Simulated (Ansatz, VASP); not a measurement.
# Cross-check of Hf2COF (Hf2COF MXene, 1 layer) between VASP and Ansatz

One calculation is typed for both programs; each brings its own data sets. How far apart do they land? The structure shown is the start of the Ansatz relaxation below; VASP solves that cell, so the two are compared at the walk's first step.

Program: Ansatz 0.2.0. Level of theory: plane waves, with VASP 6.6.1 beside it; single point at PBE. Results are calculated unless marked as measured.

### Step 1. Set-up

The cell holds 5 atoms: 1 F, 2 Hf, 1 C and 1 O. Its edges and angles: a = 3.289 Å, b = 3.289 Å, c = 21.772 Å, α = 90.0°, β = 90.0°, γ = 120.0°. Vacuum lies along c.

### Step 2. Ansatz: relaxation, PBE

Ansatz runs on its default PAW (the set named soft_2) files.

The two programs are compared at the cell with which this relaxation starts, whose forces are those of its first step.

input.yaml reads:

```yaml
crystal:
  lattice:
    - [3.289, 0.0, 0.0]
    - [-1.6445, 2.848357553, 0.0]
    - [0.0, 0.0, 21.7718145996]
  atoms:
    - { symbol: F, position: [0.3333333333, 0.6666666667, 0.3904130251] }
    - { symbol: Hf, position: [0.6666666667, 0.3333333333, 0.4362332494] }
    - { symbol: C, position: [0.0, 0.0, 0.4958402136] }
    - { symbol: Hf, position: [0.3333333333, 0.6666666667, 0.5554471778] }
    - { symbol: O, position: [0.6666666667, 0.3333333333, 0.6095869749] }
kpoints:
  mp_grid: { grid: [12, 12, 1] }
hamiltonian:
  xc: pbe
scf:
  occupations: { method: fermi_dirac, width: 0.05 }
  convergence: { dr2_threshold: 1.0e-08 }
efield:
  axis: 3
  dipole_correction: true
  ramp_position: 0.97
  ramp_width: 0.04
relax:
  f_tol: 0.01
  cell: { fix: [c, alpha, beta] }
output:
  write_potential: true
  write_density: true
  volumetric_format: npy
```

The run is started by

```console
$ ansatz run input.yaml --threads 4 --pin off --max-ram 8192MiB --backend cpu --events-out ev --progress --plain --runs-dir out
```

Numbers of over 12 decimals in the logs are rounded to 6 here.

The log of the run:

```text
Warning: relax.cell: scf.convergence.dr2_threshold = 1e-8 eV is looser than the 5e-10 eV advised for a relaxation that steers and ends on the stress (1e-10 eV for each atom of the cell: 5). What an SCF threshold leaves in a stress goes as its square root, and in the free energy as the threshold itself, and one threshold admits the most on a small cell: [figures from the program's tests cut] Set scf.convergence.dr2_threshold to 5e-10 eV or tighter. The threshold is an SCF's pass mark: one that does not reach it within its budget of iterations ends unconverged, or closes short of it on a stop that the run arms, and scf.convergence.dr2_threshold's page says what that costs each kind of run
Engine: ansatz 0.2.0, aarch64-unknown-linux-gnu
Pseudopotentials: kind: paw
Pseudopotential: F, paw, valence charge 7, recommended cutoff 420 eV (normal), F.paw.azcp
Pseudopotential: Hf, paw, valence charge 26, recommended cutoff 420 eV (normal), Hf.paw.azcp
Pseudopotential: C, paw, valence charge 4, recommended cutoff 420 eV (normal), C.paw.azcp
Pseudopotential: O, paw, valence charge 6, recommended cutoff 420 eV (normal), O.paw.azcp
Functional definition: PBE
  parameter kappa = 0.804
  parameter beta = 0.066725
  exchange = pbe_x(kappa = kappa, mu = beta*pi^2/3)
  correlation = pbe_c(beta = beta)
Crystal: 5 atoms, lattice volume = 203.964 Å³
Basis set: ecut = 420 eV, 4045 PW (Γ), exchange–correlation on 48×48×300 points (8 copies of the dense FFT grid, shifted against one another)
Bands: 42, of which v1, the nominal top of the filled ones, is band 35 counted from 1 (34 counted from 0)
Symmetry: 6 space group operations
Space group: P3m1 (ITA 156), of the structure as read, at distance tolerance 5.9e-5 Å
k-points: 19 of 144 (time reversal used)
Non-local potential: F, projectors of the file, l = 0: 2, l = 1: 2, l = 2: 1
Non-local potential: Hf, projectors of the file, l = 0: 3, l = 1: 2, l = 2: 2, l = 3: 3
Non-local potential: C, projectors of the file, l = 0: 2, l = 1: 2, l = 2: 1
Non-local potential: O, projectors of the file, l = 0: 2, l = 1: 2, l = 2: 1
PAW form: soft (Blöchl's): semilocal exchange-correlation on the pseudo side does not see the compensation charge
PAW one-centre angular grid: F, 110 points (default); XC on 64 Gauss nodes
PAW one-centre angular grid: Hf, 590 points (default); XC on 64 Gauss nodes
PAW one-centre angular grid: C, 110 points (default); XC on 64 Gauss nodes
PAW one-centre angular grid: O, 110 points (default); XC on 64 Gauss nodes
Initial density: superposition of atomic densities (neutral atoms: chi_scale 0, normalization atom), corrected by the library's trained network
Initial wavefunctions: pseudopotential atomic-orbital guess
Functional: x = pbe(κ = 0.804, μ = 0.219515), c = pbe(β = 0.066725)
SCF iter   1: F=—  HF=-33074.115467 eV  |F-HF|=—  |Δ(HF+E_count)|=         —  Δρ=3.48e-3  dr2=3.67e-2  ethr=1.77e-3  p=-0.247 e·Å  D=-2.19e-1 V/Å  ΔV_dip=4.77 eV  dr2_dipole=2.06e-4  V_vac-E_F(+/−)=7.03/2.26 eV  ⟨swp⟩=7.7  Hψ=3471  notcnv=0  defer=5
efield: sawtooth ramp at fractional position 0.9700 (set: `efield.ramp_position`, or a place that a band, a saddle search or an elastic batch's reference lends), width 0.0400; the density the first Hamiltonian is built on has a dipole p = -0.247 e·Å; the dipole correction subtracts the counter field D = -2.19e-1 V/Å, which shifts the + side's vacuum level by +4.77 eV against the − side's; the planar-averaged density in the ramp window peaks in size at 2.2e-5 e/Å³
preconditioner: auto → LDOS  [metal: Δε(μ)=0.024 eV  Ē_g=17.580 eV  σ=0.050 eV  W_gap=0.12  n_scr=32 (ndim 8)  ℏωp=21.0 eV  f_vac=0.679  D(μ)=2.08/eV (n_scr^D=8)  β→1.0]
SCF iter   2: F=—  HF=-33074.117031 eV  |F-HF|=—  |Δ(HF+E_count)|=   1.56e-3  Δρ=1.88e-3  dr2=1.08e-2  ethr=5.32e-5  p=-0.252 e·Å  D=-2.24e-1 V/Å  ΔV_dip=4.87 eV  dr2_dipole=6.88e-4  V_vac-E_F(+/−)=6.87/2.00 eV  ⟨swp⟩=2.8  Hψ=1767  notcnv=0  defer=32
SCF iter   3: F=—  HF=-33074.116798 eV  |F-HF|=—  |Δ(HF+E_count)|=   2.34e-4  Δρ=1.23e-3  dr2=4.66e-3  ethr=1.56e-5  p=-0.260 e·Å  D=-2.31e-1 V/Å  ΔV_dip=5.02 eV  dr2_dipole=5.43e-6  V_vac-E_F(+/−)=6.91/1.89 eV  ⟨swp⟩=2.5  Hψ=1546  notcnv=0  defer=32
SCF iter   4: F=—  HF=-33074.115261 eV  |F-HF|=—  |Δ(HF+E_count)|=   1.54e-3  Δρ=3.90e-4  dr2=2.63e-4  ethr=6.75e-6  p=-0.263 e·Å  D=-2.33e-1 V/Å  ΔV_dip=5.08 eV  dr2_dipole=2.07e-5  V_vac-E_F(+/−)=6.86/1.78 eV  ⟨swp⟩=2.8  Hψ=1661  notcnv=0  defer=31
[...]
efield: sawtooth ramp at fractional position 0.9700 (set: `efield.ramp_position`, or a place that a band, a saddle search or an elastic batch's reference lends), width 0.0400; the density the first Hamiltonian is built on has a dipole p = -0.090 e·Å; the dipole correction subtracts the counter field D = -8.14e-2 V/Å, which shifts the + side's vacuum level by +1.77 eV against the − side's; the planar-averaged density in the ramp window peaks in size at 2.0e-6 e/Å³
preconditioner: auto → LDOS  [metal: Δε(μ)=0.112 eV  Ē_g=17.732 eV  σ=0.050 eV  W_gap=0.46  n_scr=32 (ndim 8)  ℏωp=21.1 eV  f_vac=0.676  D(μ)=1.86/eV (n_scr^D=8)  β→1.0]
SCF iter   2: F=—  HF=-33075.058707 eV  |F-HF|=—  |Δ(HF+E_count)|=   1.11e-4  Δρ=4.27e-5  dr2=2.12e-6  ethr=2.74e-9  p=-0.090 e·Å  D=-8.14e-2 V/Å  ΔV_dip=1.77 eV  dr2_dipole=1.70e-9  V_vac-E_F(+/−)=5.07/3.30 eV  ⟨swp⟩=3.3  Hψ=1985  notcnv=0
SCF iter   3: F=—  HF=-33075.058706 eV  |F-HF|=—  |Δ(HF+E_count)|=   9.33e-7  Δρ=8.67e-6  dr2=1.44e-7  ethr=2.74e-9  p=-0.090 e·Å  D=-8.14e-2 V/Å  ΔV_dip=1.77 eV  dr2_dipole=1.70e-10  V_vac-E_F(+/−)=5.07/3.30 eV  ⟨swp⟩=2.1  Hψ=1463  notcnv=0
SCF iter   4: F=—  HF=-33075.058706 eV  |F-HF|=—  |Δ(HF+E_count)|=   5.18e-8  Δρ=2.98e-6  dr2=1.16e-8  ethr=2.09e-10  p=-0.090 e·Å  D=-8.14e-2 V/Å  ΔV_dip=1.77 eV  dr2_dipole=1.83e-11  V_vac-E_F(+/−)=5.07/3.30 eV  ⟨swp⟩=2.4  Hψ=1525  notcnv=0
SCF iter   5: F=-33075.058706 eV  HF=-33075.058706 eV  |F-HF|=4.42e-9  |Δ(HF+E_count)|=   2.74e-8  Δρ=5.76e-7  dr2=5.95e-10  ethr=1.45e-11  p=-0.090 e·Å  D=-8.14e-2 V/Å  ΔV_dip=1.77 eV  dr2_dipole=3.76e-12  V_vac-E_F(+/−)=5.07/3.30 eV  ⟨swp⟩=14.2  Hψ=7099  notcnv=0
SCF 6 converged in 5 iterations: F = -33075.058706 eV  dr2 = 5.95e-10
relax step   6: F+E_penalty+E_count = -33075.05870605 eV  Δ(F+E_penalty+E_count) = +3.211e-3 eV  max|allowed force component| = 5.538e-3 eV/Å  Δτ_max = 0.0000 Å  P = -0.024 GPa  Ω = 200.535 Å³  fix = [c, alpha, beta]  reactions: c -0.003 GPa  stress off target by 3.51e-2 GPa on what of the cell is left free  SCF on the basis re-selected at this cell (its energy is not comparable with the rows above)  (5 SCF iters)
basis re-selected at this cell: Δ(F+E_penalty+E_count) = +3.211e-3 eV, ΔP = -0.026 GPa vs the last step (what re-selecting the basis moved, of the pressure what is left beyond the Pulay correction that the steps carried, after the strain that the cell walked since its last selection, with what the two solves' SCF thresholds leave and, on support functions, any second-order correction that the steps lacked; it is no m [...]
WARN: The output density's exchange-correlation potential varies sharply where the density is thin. Do not read a vacuum level from v_tot or v_xc, or from such a field of the output density. On a cell that repeats whose density bears no net charge and no dipole along the vacuum's axis use v_es (v_loc + v_h of the components); under efield.dipole_correction with no amplitude use v_es + v_field, which holds any externa [...]
SCF converged after 5 iterations
Free energy (F): -33075.058706 eV
Harris-Foulkes:  -33075.058706 eV  (|F-HF|=4.42e-9)
Internal energy: -33075.043700 eV  (E = F + TS)
E sigma→0 (E₀):  -33075.051203 eV
Entropy (-TS):   -0.015006 eV (-3.001 meV/atom)
Fermi energy:    2.722885 eV
Dipole field:    D = -0.081431 V/Å  (p = -0.090245 e·Å, saw-weighted, corrected)
Work function:   Φ+ = 5.0731 eV   Φ− = 3.3002 eV
Levels:          The Fermi level and band energies are counted from a zero that moves with the ramp; work functions are not
--- Per-component energies (eV) ---
  E_band       = -1006.390425
  E_kinetic    = 1315.709298
  E_local      = -104665.068919  (includes V_loc(G=0)·N_el)
  E_nonlocal   = -2339.530698
  E_hartree    = 51365.122673
  E_xc         = -802.280889
  E_vxc        = -789.274549  (∫ρ·V_xc dr)
  E_paw        = -14311.727646  (= ΣΔE_a)
  E_vpaw       = 2740.496660  (= ΣTr[D̂ρ^β])
  E_aug_tail   = 0.004501  (compensation charges beyond the density's cutoff)
  E_efield     = 0.003674  (sawtooth field / dipole correction)
  E_vefield    = 1.024128  (∫n·V_field dr)
  E_ewald      = 36362.724306
  E_smearing   = -0.015006  (= −TS)
  E_closure    = 0.000000  (closes the sum)
  Σ components = -33075.058706   (vs F -33075.058706, Δ=0.00e0)
--- Forces (eV/Å), atoms counted from 1 ---
  atom   1  F      0.00000000     0.00000000     0.00043476
  atom   2  Hf     0.00000000    -0.00000000     0.00523006
  atom   3  C      0.00000000     0.00000000    -0.00553709
  atom   4  Hf    -0.00000000    -0.00000000    -0.00505730
  atom   5  O      0.00000000    -0.00000000     0.00493429
  max |Σ_I F_I| component: 4.71e-6 eV/Å
--- Stress (GPa, compression-positive) ---
       -0.035135       0.000000       0.000000
        0.000000      -0.035135      -0.000000
        0.000000      -0.000000      -0.002520
  P = ⅓ Tr σ = -0.0243 GPa (-0.243 kbar)
--- Band table (eV; the first three rows and the last of 19) ---
  k-point 0: bands = [... 31 lower, -0.7349, 0.3526, 0.3526, 3.6151, 3.6151, 3.6701, 4.3660, 5.7624, ... 3 higher]
  k-point 1: bands = [... 31 lower, -0.6403, 0.0437, 0.2850, 3.2561, 3.7283, 3.9678, 4.3411, 5.7716, ... 3 higher]
  k-point 2: bands = [... 31 lower, -0.8107, -0.3072, 0.1316, 2.8170, 3.9432, 4.0895, 4.6872, 5.7715, ... 3 higher]
  k-point 18: bands = [... 31 lower, -1.2831, -0.9637, -0.7468, 3.6515, 4.4250, 4.7852, 6.0736, 6.1353, ... 3 higher]
--- Relaxed structure (5 steps of the walk, 4 accepted, 1 SCFs on fresh bases) ---
  F+E_penalty+E_count = -33075.05870605 eV   max|allowed force component| = 5.538e-3 eV/Å   (the final SCF, on the basis selected at the relaxed cell)
  cell:  # Å, volume = 200.5355 Å³
    - [3.261242, 0, 0]
    - [-1.630621, 2.824318, 0]
    - [0, 0, 21.7718145996]
  atoms:
    - { symbol: F, position: [0.333333, 0.666667, 0.380452] }
    - { symbol: Hf, position: [0.666667, 0.333333, 0.441792] }
    - { symbol: C, position: [9.785511940852338e-19, 0, 0.496993] }
    - { symbol: Hf, position: [0.333333, 0.666667, 0.561804] }
    - { symbol: O, position: [0.666667, 0.333333, 0.606479] }
```

In the SCF lines HF is the Harris–Foulkes energy and dr2 the Hartree energy of the density residual, in eV; the loop may stop once dr2 is under the threshold and the program's other checks hold. Hψ counts applications of the Hamiltonian.

### Step 3. VASP: single point, PBE, start cell

The same cell, functional, mesh and smearing now go to VASP, with its own data sets.

Lines of VASP's logs that name or quote its potential files are left out, and so is its time.

INCAR reads:

```
SYSTEM = Hf2COF
PREC = Accurate
ENCUT = 520
EDIFF = 1E-06
NELM = 120
ISMEAR = -1
SIGMA = 0.05
LREAL = .FALSE.
ALGO = Normal
GGA = PE
NBANDS = 24
LASPH = .TRUE.
LORBIT = 11
LWAVE = .FALSE.
LCHARG = .FALSE.
ISIF = 2
LDIPOL = .TRUE.
IDIPOL = 3
DIPOL = 0.5 0.5 0.497
LVHAR = .TRUE.
GGA_COMPAT = .FALSE.
NELMDL = -8
KPAR = 2
```

POSCAR reads:

```
Hf2COF
1.0
    3.2890000000      0.0000000000      0.0000000000
   -1.6445000000      2.8483580000      0.0000000000
    0.0000000000      0.0000000000     21.7718150000
F Hf C O
1 2 1 1
Direct
    0.3333332748      0.6666665496      0.3904130179
    0.6666667252      0.3333334504      0.4362332217
    0.3333332748      0.6666665496      0.5554471687
    0.0000000000      0.0000000000      0.4958401952
    0.6666667252      0.3333334504      0.6095869821
```

KPOINTS reads:

```
Automatic mesh
0
Gamma
12 12 1
0 0 0
```

PAW data sets: F, Hf_pv, C and O (PBE family, release 64).

The run is started by

```console
$ mpirun -np 2 vasp_std
```

The log of the run:

```text
[banner, memory and clock lines left out]
running    2 mpi-ranks, on    1 nodes
 distrk:  each k-point on    1 cores,    2 groups
 distr:  one band on    1 cores,    1 groups

 POSCAR found type information on POSCAR F HfC O
 POSCAR found :  4 types and       5 ions
 LDA part: xc-table for (Slater+PW92), standard interpolation
 POSCAR, INCAR and KPOINTS ok, starting setup
 FFT: planning ... GRIDC
 FFT: planning ... GRID_SOFT
 FFT: planning ... GRID
 WAVECAR not read
 entering main loop
       N       E                     dE             d eps       ncg     rms          rms(c)
DAV:   1     0.266521225217E+03    0.26652E+03   -0.18960E+04  1080   0.126E+03
DAV:   2    -0.268662382061E+02   -0.29339E+03   -0.28866E+03  1192   0.311E+02
DAV:   3    -0.543349171206E+02   -0.27469E+02   -0.27335E+02  1168   0.913E+01
DAV:   4    -0.548689071473E+02   -0.53399E+00   -0.53312E+00  1232   0.143E+01
DAV:   5    -0.548799216648E+02   -0.11015E-01   -0.11010E-01  1184   0.189E+00
DAV:   6    -0.548803761354E+02   -0.45447E-03   -0.45441E-03  1248   0.373E-01
DAV:   7    -0.548803911039E+02   -0.14968E-04   -0.14968E-04  1192   0.622E-02
DAV:   8    -0.548803918637E+02   -0.75981E-06   -0.76002E-06  1128   0.138E-02    0.704E+01
DAV:   9    -0.465830668230E+02    0.82973E+01   -0.57068E+01  1128   0.392E+01    0.520E+01
DAV:  10    -0.489820325256E+02   -0.23990E+01   -0.45732E+01  1272   0.290E+01    0.145E+01
DAV:  11    -0.459475521095E+02    0.30345E+01   -0.25399E+01  1352   0.324E+01    0.434E+00
DAV:  12    -0.460847344515E+02   -0.13718E+00   -0.42236E+00  1160   0.815E+00    0.386E+00
DAV:  13    -0.460462813482E+02    0.38453E-01   -0.29832E-01  1216   0.275E+00    0.240E+00
DAV:  14    -0.460379394737E+02    0.83419E-02   -0.37980E-02  1280   0.108E+00    0.100E+00
[...]
DAV:  19    -0.460368805405E+02   -0.43182E-03   -0.15066E-04  1112   0.497E-02    0.468E-02
DAV:  20    -0.460372236771E+02   -0.34314E-03   -0.14722E-04  1152   0.400E-02    0.133E-02
DAV:  21    -0.460373523337E+02   -0.12866E-03   -0.29758E-05  1024   0.205E-02    0.117E-02
DAV:  22    -0.460374269244E+02   -0.74591E-04   -0.55875E-06   992   0.878E-03    0.120E-02
DAV:  23    -0.460374917271E+02   -0.64803E-04   -0.56185E-06   856   0.643E-03    0.255E-03
DAV:  24    -0.460375063874E+02   -0.14660E-04   -0.14306E-06   872   0.407E-03    0.208E-03
DAV:  25    -0.460375230338E+02   -0.16646E-04   -0.45977E-06   744   0.340E-03    0.182E-03
DAV:  26    -0.460375236816E+02   -0.64789E-06   -0.23407E-07   856   0.162E-03
   1 F= -.46037524E+02 E0= -.46028794E+02  d E =-.174599E-01
```

(Continued in part 2 of 2.)

[Lines on the potential files, build, host, timing and source positions are cut from VASP's logs without a mark.]

[Logs are printed without paths, hosts, clocks, repeated set-up lines and the standing remarks that a program may print on its own settings, such as how far it seeks lower states.]

[Hosts, paths, dates, database ids (printed as entryN), source tags and the programs' standing remarks are cut or masked in the printed files.]
